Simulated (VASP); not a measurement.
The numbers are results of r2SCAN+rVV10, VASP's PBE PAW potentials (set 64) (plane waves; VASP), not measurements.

Input for VASP

**KPOINTS**
```
Automatic
0
Gamma
 9 9 9
0 0 0
```

**INCAR**
```
ALGO = Normal
BPARAM = 11.95
CPARAM = 0.0093
EDIFF = 1E-6
EDIFFG = -0.01
ENCUT = 400
IBRION = 2
ISIF = 3
ISMEAR = 1
LASPH = .True.
LCHARG = .False.
LMAXMIX = 4
LMIXTAU = .True.
LREAL = .False.
LUSE_VDW = .True.
LWAVE = .False.
METAGGA = R2SCAN
NELM = 100
NSW = 60
PREC = Accurate
SIGMA = 0.1
SYSTEM = Sn
```

POSCAR:
```
Sn
1
    0.0000000000     3.2660877920     3.2660877920
    3.2660877920    -0.0000000000     3.2660877920
    3.2660877920     3.2660877920     0.0000000000
Sn
2
Direct
  0.0000000000   0.0000000000   0.0000000000
  0.2500000000   0.2500000000   0.2500000000
```

POTCAR, in this order: Sn_d (PBE.64 set). Program: vasp_std.

The run wrote:

**OSZICAR**
```
       N       E                     dE             d eps       ncg     rms          rms(c)
DAV:   1     0.153052338620E+03    0.15305E+03   -0.13571E+04  1260   0.192E+03
DAV:   2    -0.342379413636E+02   -0.18729E+03   -0.18499E+03  1264   0.407E+02
DAV:   3    -0.523294341417E+02   -0.18091E+02   -0.17889E+02  1462   0.142E+02
DAV:   4    -0.528854701347E+02   -0.55604E+00   -0.55551E+00  1434   0.273E+01
DAV:   5    -0.529072256227E+02   -0.21755E-01   -0.21755E-01  1708   0.470E+00    0.485E+00
DAV:   6    -0.488186965136E+02    0.40885E+01   -0.13952E+00  1362   0.217E+01    0.232E+00
DAV:   7    -0.482334513950E+02    0.58525E+00   -0.50001E-01  1322   0.861E+00    0.912E-01
DAV:   8    -0.487469646720E+02   -0.51351E+00   -0.35575E-01  1268   0.579E+00    0.380E-01
DAV:   9    -0.486642542524E+02    0.82710E-01   -0.20788E-02  1306   0.129E+00    0.262E-01
DAV:  10    -0.486626754369E+02    0.15788E-02   -0.13635E-03  1332   0.375E-01    0.245E-01
DAV:  11    -0.486658399687E+02   -0.31645E-02   -0.13203E-03  1346   0.466E-01    0.121E-01
DAV:  12    -0.486753615596E+02   -0.95216E-02   -0.42060E-03  1262   0.525E-01    0.403E-02
DAV:  13    -0.486757239108E+02   -0.36235E-03   -0.10604E-04  1704   0.970E-02    0.405E-02
DAV:  14    -0.486758881786E+02   -0.16427E-03   -0.13478E-05  1054   0.380E-02    0.314E-02
DAV:  15    -0.486761671350E+02   -0.27896E-03   -0.27944E-04  1262   0.135E-01    0.148E-02
DAV:  16    -0.486762519170E+02   -0.84782E-04   -0.31903E-05  1260   0.417E-02    0.538E-03
DAV:  17    -0.486762537507E+02   -0.18336E-05   -0.15387E-06  1058   0.146E-02    0.272E-03
DAV:  18    -0.486762546682E+02   -0.91753E-06   -0.43333E-07   658   0.648E-03
   1 F= -.48676255E+02 E0= -.48676235E+02  d E =-.486763E+02
```

OUTCAR:
```
------------------------ aborting loop because EDIFF is reached ----------------------------------------
  FORCE on cell =-STRESS in cart. coord.  units (eV):
  Direction    XX          YY          ZZ          XY          YZ          ZX
  --------------------------------------------------------------------------------------
  Total        0.0145381      0.0145381      0.0145381      0.0000000      0.0000000      0.0000000
  in kB        0.3342745      0.3342745      0.3342745      0.0000000      0.0000000      0.0000000
  external PRESSURE =       0.3342745 kB  Pullay stress =       0.0000000 kB
  volume of cell :       69.68
      direct lattice vectors                 reciprocal lattice vectors
     0.000000000  3.266087792  3.266087792    -0.153088353  0.153088353  0.153088353
     3.266087792  0.000000000  3.266087792     0.153088353 -0.153088353  0.153088353
     3.266087792  3.266087792  0.000000000     0.153088353  0.153088353 -0.153088353
 POSITION                                       TOTAL-FORCE (eV/Angst)
 -----------------------------------------------------------------------------------
      0.00000      0.00000      0.00000         0.000000      0.000000     -0.000000
      1.63304      1.63304      1.63304        -0.000000     -0.000000      0.000000
 -----------------------------------------------------------------------------------
    total drift:                                0.000000      0.000000      0.000000
  FREE ENERGIE OF THE ION-ELECTRON SYSTEM (eV)
  ---------------------------------------------------
  free  energy   TOTEN  =       -48.6762546682 eV

  energy  without entropy=      -48.6761964296  energy(sigma->0) =      -48.67623526

 reached required accuracy - stopping structural energy minimisation
```
(Selected blocks of OUTCAR.)

The structure comes from a measured Sn entry (Fd-3m) of the Crystallography Open Database, whose conditions weren't checked. It was relaxed first. The start is the result of an earlier pass.
